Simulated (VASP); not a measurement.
**RbCaH3 (space group Pm-3m): computed properties**

Method: r2SCAN meta-GGA, VASP's PBE PAW potentials (set 64) (plane waves; VASP).

| Property | Result |
|---|---|
| space group | Pm-3m (221) |
| cell | a = 4.506 Å, b = 4.506 Å, c = 4.506 Å, α = 90.00°, β = 90.00°, γ = 90.00° |
| volume per atom | 18.30 Å^3/atom |
| band gap (over mesh and band path) | 3.76 eV |
| smallest direct gap (over mesh and band path) | 3.76 eV |
| band-edge character | direct, M to M |
| density | 2.33 g/cm³ |
| mean ε∞ (independent particles) | 2.98 |

Space group Pm-3m (No. 221); a = 4.5060 Å, b = 4.5060 Å, c = 4.5060 Å, α = 90.00°, β = 90.00°, γ = 90.00°

| atom | site | symmetry | x | y | z |
|---|---|---|---|---|---|
| Rb | 1a | m-3m | 0.0000 | 0.0000 | 0.0000 |
| Ca | 1b | m-3m | 0.5000 | 0.5000 | 0.5000 |
| H | 3c | 4/mm.m | 0.0000 | 0.5000 | 0.5000 |

The structure comes from a computed database's RbCaH3 entry (Pm-3m); how it stands against other phases isn't given here. It was relaxed first. Symmetry was kept, so distortions that lower it aren't found.
